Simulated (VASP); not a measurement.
Here is the system:

```
CELL_PARAMETERS angstrom
      1.51375    -2.62188     0.00000
      1.51375     2.62188     0.00000
      0.00000     0.00000     3.21568
ATOMIC_POSITIONS crystal
  Ti 0.00000 0.00000 0.00000
  B  0.33333 0.66667 0.50000
  B  0.66667 0.33333 0.50000
```

Calculation: optB86b-vdW, VASP's PBE PAW potentials (set 64) (plane waves; VASP). Settings: 520 eV cut-off, 13×13×11 Γ-centred mesh, tetrahedra with Blöchl corrections, potentials Ti_sv B.

The cores are frozen, which limits the accuracy of field gradients.

Q: Give the principal components of the electric field gradient (V/Å²) and the asymmetry η at each nucleus.

A: 
```tsv
atom	Vxx	Vyy	Vzz	η
Ti1	-9.0	-9.0	17.9	0.00
B2	-2.4	-2.4	4.7	0.00
B3	-2.4	-2.4	4.7	0.00
```

The compound is TiB2 in the AlB2 type structure. It was relaxed first.
